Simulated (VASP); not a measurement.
Computed with PBE GGA, VASP's PBE PAW potentials (set 64) (plane waves; VASP).

VASP ran on this input.

### POSCAR
```
Si
5.4310
  0.0000000000   0.5000000000   0.5000000000
  0.5000000000   0.0000000000   0.5000000000
  0.5000000000   0.5000000000   0.0000000000
Si
2
Direct
  0.0000000000   0.0000000000   0.0000000000
  0.2500000000   0.2500000000   0.2500000000
```

**INCAR**
```
ALGO = Normal
EDIFF = 1E-6
ENCUT = 400
GGA = PE
ISIF = 2
ISMEAR = 0
ISYM = 3
LASPH = .TRUE.
LCHARG = .FALSE.
LREAL = .FALSE.
LWAVE = .FALSE.
NELM = 100
PREC = Accurate
SIGMA = 0.05
SYSTEM = Si
```

### KPOINTS
```
Automatic mesh
0
Gamma
8 8 8
0 0 0
```

POTCAR, in this order: Si (PBE.64 set). Program: vasp_std.

What VASP printed:

### OUTCAR
```
 ion  position               nearest neighbor table
   1  0.000  0.000  0.000-   2 2.35   2 2.35   2 2.35   2 2.35
   2  0.250  0.250  0.250-   1 2.35   1 2.35   1 2.35   1 2.35
  LATTYP: Found a face centered cubic cell.
 ALAT       =     5.4310000000
 Subroutine PRICEL returns:
 Original cell was already a primitive cell.
 Subroutine GETGRP returns: Found 48 space group operations
The static configuration has the point symmetry T_d .
 The point group associated with its full space group is O_h .
The dynamic configuration has the point symmetry T_d .
 Subroutine INISYM returns: Found 48 space group operations
 Subroutine IBZKPT returns following result:
 Found     29 irreducible k-points:

 Following reciprocal coordinates:
            Coordinates               Weight
  0.000000  0.000000  0.000000      1.000000
  0.125000  0.000000  0.000000      8.000000
  0.250000  0.000000  0.000000      8.000000
  0.375000  0.000000  0.000000      8.000000
  0.500000  0.000000  0.000000      4.000000
  0.125000  0.125000  0.000000      6.000000
  0.250000  0.125000  0.000000     24.000000
  0.375000  0.125000  0.000000     24.000000
  0.500000  0.125000  0.000000     24.000000
 -0.375000  0.125000  0.000000     24.000000
 -0.250000  0.125000  0.000000     24.000000
 -0.125000  0.125000  0.000000     12.000000
  0.250000  0.250000  0.000000      6.000000
  0.375000  0.250000  0.000000     24.000000
  0.500000  0.250000  0.000000     24.000000
 -0.375000  0.250000  0.000000     24.000000
 -0.250000  0.250000  0.000000     12.000000
  0.375000  0.375000  0.000000      6.000000
  0.500000  0.375000  0.000000     24.000000
 -0.375000  0.375000  0.000000     12.000000
  0.500000  0.500000  0.000000      3.000000
  0.375000  0.250000  0.125000     24.000000
  0.500000  0.250000  0.125000     48.000000
...
```

### OSZICAR
```
       N       E                     dE             d eps       ncg     rms          rms(c)
DAV:   1     0.389939219179E+01    0.38994E+01   -0.29474E+03   464   0.633E+02
DAV:   2    -0.108267434603E+02   -0.14726E+02   -0.14204E+02   696   0.750E+01
DAV:   3    -0.110208295407E+02   -0.19409E+00   -0.19409E+00   592   0.107E+01
DAV:   4    -0.110215766517E+02   -0.74711E-03   -0.74711E-03   752   0.694E-01
DAV:   5    -0.110215771002E+02   -0.44851E-06   -0.44796E-06   584   0.179E-02
```

stdout:
```
 POSCAR found type information on POSCAR Si
 POSCAR found :  1 types and       2 ions
 Reading from existing POTCAR
 Reading from existing POTCAR
 LDA part: xc-table for (Slater+PW92), standard interpolation
 POSCAR, INCAR and KPOINTS ok, starting setup
 WAVECAR not read
 entering main loop
       N       E                     dE             d eps       ncg     rms          rms(c)
DAV:   1     0.389939219179E+01    0.38994E+01   -0.29474E+03   464   0.633E+02
DAV:   2    -0.108267434603E+02   -0.14726E+02   -0.14204E+02   696   0.750E+01
DAV:   3    -0.110208295407E+02   -0.19409E+00   -0.19409E+00   592   0.107E+01
DAV:   4    -0.110215766517E+02   -0.74711E-03   -0.74711E-03   752   0.694E-01
DAV:   5    -0.110215771002E+02   -0.44851E-06   -0.44796E-06   584   0.179E-02
 -----------------------------------------------------------------------------
|                     _     ____    _    _    _____     _                     |
|                    | |   |  _ \  | |  | |  / ____|   | |                    |
|                    | |   | |_) | | |  | | | |  __    | |                    |
|                    |_|   |  _ <  | |  | | | | |_ |   |_|                    |
|                     _    | |_) | | |__| | | |__| |    _                     |
|                    (_)   |____/   \____/   \_____|   (_)                    |
|                                                                             |
|                                                                             |
|     internal error in CHECK_FULL_KPOINTS: KPOINTS_FULL not properly         |
|     initialised                                                             |
|                                                                             |
|     If you are not a developer, you should not encounter this problem.      |
|     Please submit a bug report.                                             |
|                                                                             |
 -----------------------------------------------------------------------------
```

VASP stops with an error: internal error in CHECK_FULL_KPOINTS: KPOINTS_FULL not properly initialised If you are not a developer, you should not encounter this problem. Please submit a bug report.

The compound is Si in the diamond structure. The cell was not relaxed at this level. The run is one of a series of settings (ISYM = 3 against the base run), some of them coarse on purpose.
